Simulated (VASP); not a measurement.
Output of a VASP run:

**OSZICAR**
```
       N       E                     dE             d eps       ncg     rms          rms(c)
DAV:   1     0.762080305804E+02    0.76208E+02   -0.96774E+03  3788   0.108E+03
DAV:   2    -0.767035612076E+01   -0.83878E+02   -0.83241E+02  4732   0.247E+02
DAV:   3    -0.952865508115E+01   -0.18583E+01   -0.18247E+01  5019   0.300E+01
DAV:   4    -0.954675438004E+01   -0.18099E-01   -0.18014E-01  4522   0.345E+00
DAV:   5    -0.954695011490E+01   -0.19573E-03   -0.19574E-03  4977   0.348E-01    0.241E+01
DAV:   6    -0.951839882089E+01    0.28551E-01   -0.56251E-02  4116   0.160E+00    0.144E+01
DAV:   7    -0.951819524584E+01    0.20358E-03   -0.69982E-02  4375   0.178E+00    0.488E-01
DAV:   8    -0.951677269488E+01    0.14226E-02   -0.78143E-03  4256   0.599E-01    0.969E-02
DAV:   9    -0.951677751135E+01   -0.48165E-05   -0.13417E-04  5243   0.851E-02    0.428E-02
DAV:  10    -0.951677402755E+01    0.34838E-05   -0.84474E-06  4086   0.174E-02    0.255E-02
DAV:  11    -0.951677457869E+01   -0.55114E-06   -0.12209E-06  3311   0.878E-03
   1 F= -.95167746E+01 E0= -.95170549E+01  d E =-.951677E+01
       N       E                     dE             d eps       ncg     rms          rms(c)
DAV:   1    -0.951693040601E+01   -0.15638E-03   -0.42211E-03  3892   0.513E-01    0.656E-02
DAV:   2    -0.951682048920E+01    0.10992E-03   -0.22504E-04  4550   0.109E-01    0.330E-02
DAV:   3    -0.951678616790E+01    0.34321E-04   -0.96990E-05  4319   0.703E-02    0.161E-02
DAV:   4    -0.951678629278E+01   -0.12488E-06   -0.50103E-06  4774   0.170E-02
   2 F= -.95167863E+01 E0= -.95170761E+01  d E =-.117141E-04
```

File OUTCAR:
```
------------------------ aborting loop because EDIFF is reached ----------------------------------------
  FORCE on cell =-STRESS in cart. coord.  units (eV):
  Direction    XX          YY          ZZ          XY          YZ          ZX
  --------------------------------------------------------------------------------------
  Total       -0.0081084     -0.0081084      0.0092997      0.0000000      0.0000000      0.0000000
  in kB       -0.2040306     -0.2040306      0.2340068      0.0000000      0.0000000      0.0000000
  external PRESSURE =      -0.0580182 kB  Pullay stress =       0.0000000 kB
  volume of cell :       63.67
      direct lattice vectors                 reciprocal lattice vectors
    -3.043927479  3.043927479  1.717990440     0.000000000  0.164261469  0.291037708
     3.043927479 -3.043927479  1.717990440     0.164261469  0.000000000  0.291037708
     3.043927479  3.043927479 -1.717990440     0.164261469  0.164261469  0.000000000
 POSITION                                       TOTAL-FORCE (eV/Angst)
 -----------------------------------------------------------------------------------
     -0.00000      3.04393      0.85900        -0.000000      0.000000      0.000000
     -3.04393      3.04393      1.71799         0.000000     -0.000000     -0.000000
 -----------------------------------------------------------------------------------
    total drift:                                0.000000      0.000000     -0.000000
  FREE ENERGIE OF THE ION-ELECTRON SYSTEM (eV)
  ---------------------------------------------------
  free  energy   TOTEN  =        -9.5167862928 eV

  energy  without entropy=       -9.5176555691  energy(sigma->0) =       -9.51707605

 reached required accuracy - stopping structural energy minimisation
```
(Selected blocks of OUTCAR.)

### POSCAR
```
Pm
1
   -3.0454846884     3.0454846884     1.7177575320
    3.0454846884    -3.0454846884     1.7177575320
    3.0454846884     3.0454846884    -1.7177575320
Pm
2
Direct
  0.7500000000   0.2500000000   0.5000000000
  0.0000000000   0.0000000000   0.0000000000
```

Problem. Reconstruct the remaining input files.

Solution. One answer among several that fit: the input of the run itself, PBEsol GGA, plane waves, VASP's PBE PAW potentials (set 64).

### INCAR
```
SYSTEM = Pm
PREC = Accurate
ENCUT = 400
EDIFF = 1E-6
NELM = 100
ALGO = Normal
LREAL = .FALSE.
LASPH = .TRUE.
ISMEAR = 1
SIGMA = 0.1
GGA = PS
LMAXMIX = 6
LWAVE = .FALSE.
LCHARG = .FALSE.
IBRION = 2
ISIF = 3
NSW = 60
EDIFFG = -0.01
```

**KPOINTS**
```
K-points
0
gamma
11 11 11
0 0 0
```

POTCAR, in this order: Pm_3 (PBE.64 set). Program: vasp_std.

The 4f electrons are frozen in the core of the lanthanide potential, so 4f levels, which can set the real gap, and their magnetism are missing.

The structure was generated: Pm was put into the beta-Sn type (I4_1/amd), which need not be its known phase. This run relaxes it. Symmetry was kept, so distortions that lower it aren't found. The start is the result of an earlier pass.
